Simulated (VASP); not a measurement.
Method: RPBE GGA, VASP's PBE PAW potentials (set 64) (plane waves; VASP).

VASP ran on this input.

**KPOINTS**
```
Automatic mesh
0
Gamma
13 13 13
0 0 0
```

### INCAR
```
# general
SYSTEM   =  TiC
PREC     =  Accurate
ENCUT    =  520
LREAL    =  .False.
LASPH    =  .True.   # aspherical one-centre terms

# electronic loop
EDIFF    =  1E-6
NELM     =  100   # most electronic steps
ALGO     =  Normal   # blocked Davidson
LMAXMIX  =  4

# smearing
ISMEAR   =  1   # Methfessel-Paxton
SIGMA    =  0.1

# functional
GGA      =  RP

# ions
IBRION   =  2
NSW      =  60   # most ionic steps
ISIF     =  3   # ions, shape and volume
EDIFFG   =  -0.01

# output
LWAVE    =  .False.
LCHARG   =  .False.
```

**POSCAR**
```
TiC
1
    0.0000000000     2.1650000000     2.1650000000
    2.1650000000     0.0000000000     2.1650000000
    2.1650000000     2.1650000000     0.0000000000
Ti C
1 1
Direct
  0.0000000000   0.0000000000   0.0000000000
  0.5000000000   0.5000000000   0.5000000000
```

POTCAR, in this order: Ti_sv C (PBE.64 set). Program: vasp_std.

The resulting files:

File OSZICAR:
```
       N       E                     dE             d eps       ncg     rms          rms(c)
DAV:   1     0.116365412870E+03    0.11637E+03   -0.84969E+03  2016   0.160E+03
DAV:   2    -0.133755698321E+02   -0.12974E+03   -0.12362E+03  2116   0.376E+02
DAV:   3    -0.228482922642E+02   -0.94727E+01   -0.90596E+01  2652   0.970E+01
DAV:   4    -0.232981405068E+02   -0.44985E+00   -0.44938E+00  2688   0.201E+01
DAV:   5    -0.233093186392E+02   -0.11178E-01   -0.11178E-01  2716   0.291E+00    0.186E+01
DAV:   6    -0.183917352490E+02    0.49176E+01   -0.31056E+01  2404   0.697E+01    0.702E+00
DAV:   7    -0.178268343953E+02    0.56490E+00   -0.45080E+00  2436   0.275E+01    0.483E+00
DAV:   8    -0.177953883693E+02    0.31446E-01   -0.14998E-01  2156   0.535E+00    0.276E+00
DAV:   9    -0.178020284640E+02   -0.66401E-02   -0.12849E-01  2312   0.458E+00    0.803E-01
DAV:  10    -0.177989959604E+02    0.30325E-02   -0.16017E-02  2920   0.181E+00    0.539E-01
DAV:  11    -0.177978191679E+02    0.11768E-02   -0.54186E-03  2180   0.113E+00    0.106E-01
DAV:  12    -0.177978100668E+02    0.91011E-05   -0.37936E-04  2240   0.264E-01    0.327E-02
DAV:  13    -0.177977987162E+02    0.11351E-04   -0.35203E-05  2888   0.945E-02    0.115E-02
DAV:  14    -0.177977981938E+02    0.52239E-06   -0.21799E-06  2108   0.141E-02
   1 F= -.17797798E+02 E0= -.17797742E+02  d E =-.177978E+02
       N       E                     dE             d eps       ncg     rms          rms(c)
DAV:   1    -0.182129992588E+02   -0.41520E+00   -0.90177E+00  2044   0.495E+01    0.645E+00
DAV:   2    -0.179102195886E+02    0.30278E+00   -0.27163E+00  2384   0.240E+01    0.233E+00
DAV:   3    -0.177829956453E+02    0.12722E+00   -0.44431E-01  2308   0.759E+00    0.724E-01
DAV:   4    -0.177847609697E+02   -0.17653E-02   -0.92452E-02  2088   0.298E+00    0.358E-01
DAV:   5    -0.177915966890E+02   -0.68357E-02   -0.88309E-03  2708   0.741E-01    0.218E-01
DAV:   6    -0.177942181689E+02   -0.26215E-02   -0.51157E-03  2964   0.416E-01    0.123E-01
DAV:   7    -0.177944617709E+02   -0.24360E-03   -0.15177E-03  2436   0.312E-01    0.808E-02
DAV:   8    -0.177945005683E+02   -0.38797E-04   -0.32030E-04  2116   0.177E-01    0.153E-02
DAV:   9    -0.177945067890E+02   -0.62206E-05   -0.21719E-05  2440   0.415E-02    0.866E-03
DAV:  10    -0.177945052424E+02    0.15465E-05   -0.35258E-06  2232   0.130E-02    0.350E-03
DAV:  11    -0.177945046871E+02    0.55529E-06   -0.10647E-06  1504   0.922E-03
   2 F= -.17794505E+02 E0= -.17794451E+02  d E =0.329351E-02
       N       E                     dE             d eps       ncg     rms          rms(c)
DAV:   1    -0.179230791303E+02   -0.12857E+00   -0.26627E+00  2040   0.261E+01    0.331E+00
DAV:   2    -0.178243316639E+02    0.98747E-01   -0.54736E-01  2248   0.115E+01    0.103E+00
DAV:   3    -0.178028622784E+02    0.21469E-01   -0.87608E-02  2300   0.328E+00    0.433E-01
DAV:   4    -0.178021925986E+02    0.66968E-03   -0.31086E-02  2132   0.190E+00    0.222E-01
DAV:   5    -0.178039031695E+02   -0.17106E-02   -0.24214E-03  2416   0.570E-01    0.779E-02
DAV:   6    -0.178047183778E+02   -0.81521E-03   -0.18860E-03  2828   0.219E-01    0.707E-02
DAV:   7    -0.178048344387E+02   -0.11606E-03   -0.12815E-04  2456   0.105E-01    0.212E-02
DAV:   8    -0.178048553486E+02   -0.20910E-04   -0.44814E-05  2800   0.505E-02    0.145E-03
DAV:   9    -0.178048541249E+02    0.12237E-05   -0.19218E-06  1552   0.988E-03    0.323E-03
DAV:  10    -0.178048552373E+02   -0.11123E-05   -0.55878E-07  1128   0.841E-03    0.122E-03
DAV:  11    -0.178048550394E+02    0.19784E-06   -0.17296E-07  1028   0.389E-03
   3 F= -.17804855E+02 E0= -.17804802E+02  d E =-.705685E-02
```

File OUTCAR:
```
------------------------ aborting loop because EDIFF is reached ----------------------------------------
  FORCE on cell =-STRESS in cart. coord.  units (eV):
  Direction    XX          YY          ZZ          XY          YZ          ZX
  --------------------------------------------------------------------------------------
  Total       -0.0033713     -0.0033713     -0.0033713      0.0000000      0.0000000      0.0000000
  in kB       -0.2604951     -0.2604951     -0.2604951      0.0000000      0.0000000      0.0000000
  external PRESSURE =      -0.2604951 kB  Pullay stress =       0.0000000 kB
  volume of cell :       20.74
      direct lattice vectors                 reciprocal lattice vectors
    -0.000000000  2.180516356  2.180516356    -0.229303485  0.229303485  0.229303485
     2.180516356  0.000000000  2.180516356     0.229303485 -0.229303485  0.229303485
     2.180516356  2.180516356 -0.000000000     0.229303485  0.229303485 -0.229303485
 POSITION                                       TOTAL-FORCE (eV/Angst)
 -----------------------------------------------------------------------------------
      0.00000      0.00000      0.00000        -0.000000     -0.000000     -0.000000
      2.18052      2.18052      2.18052         0.000000      0.000000      0.000000
 -----------------------------------------------------------------------------------
    total drift:                                0.000000     -0.000000     -0.000000
  FREE ENERGIE OF THE ION-ELECTRON SYSTEM (eV)
  ---------------------------------------------------
  free  energy   TOTEN  =       -17.8048550394 eV

  energy  without entropy=      -17.8046958555  energy(sigma->0) =      -17.80480198

 reached required accuracy - stopping structural energy minimisation
```
(Selected blocks of OUTCAR.)

CONTCAR:
```
TiC
   1.00000000000000
    -0.0000000000000000    2.1805163563487087    2.1805163563487087
     2.1805163563487087    0.0000000000000000    2.1805163563487087
     2.1805163563487087    2.1805163563487087   -0.0000000000000000
  Ti              C
     1     1
Direct
     0.0000000000000000    0.0000000000000000    0.0000000000000000
     0.5000000000000000    0.5000000000000000    0.5000000000000000
```

OUTCAR:
```
 val. band max:        9.2085944010   @ k =   0.4615   0.4615   0.0000

 cond. band min:       9.3393687046   @ k =   0.3846   0.3077   0.0000


 Fermi energy:         9.3373390691

 k-point     1 :       0.0000    0.0000    0.0000
  band No.  band energies     occupation
      1     -47.5039      2.00000
      2     -23.4682      2.00000
      3     -23.4682      2.00000
      4     -23.4682      2.00000
      5      -3.0747      2.00000
      6       9.9940     -0.00000
      7       9.9940     -0.00000
      8       9.9940     -0.00000
      9      10.9447     -0.00000
     10      10.9447     -0.00000
     11      10.9447     -0.00000
     12      10.9526     -0.00000

 k-point     2 :       0.0769    0.0000    0.0000
  band No.  band energies     occupation
      1     -47.5002      2.00000
      2     -23.4952      2.00000
      3     -23.4707      2.00000
      4     -23.4707      2.00000
      5      -2.9448      2.00000
      6       9.3747      0.41455
      7       9.6211     -0.00045
      8       9.6211     -0.00045
      9      10.2884     -0.00000
     10      10.2885     -0.00000
     11      11.2545     -0.00000
     12      12.1703      0.00000

 k-point     3 :       0.1538    0.0000    0.0000
  band No.  band energies     occupation
      1     -47.4899      2.00000
      2     -23.5693      2.00000
      3     -23.4778      2.00000
      4     -23.4778      2.00000
      5      -2.5669      2.00000
      6       8.2224      2.00000
      7       8.6613      2.00000
      8       8.6613      2.00000
      9      10.5046     -0.00000
     10      10.5046     -0.00000
     11      11.6239      0.00000
     12      13.4531      0.00000

 k-point     4 :       0.2308    0.0000    0.0000
  band No.  band energies     occupation
      1     -47.4753      2.00000
      2     -23.6724      2.00000
      3     -23.4878      2.00000
      4     -23.4878      2.00000
      5      -1.9763      2.00000
      6       6.9208      2.00000
...
```

Energy and stress use the plane-wave basis of the starting cell.

The compound is TiC in the rock salt structure. This run relaxes it. Symmetry was kept, so distortions that lower it aren't found.
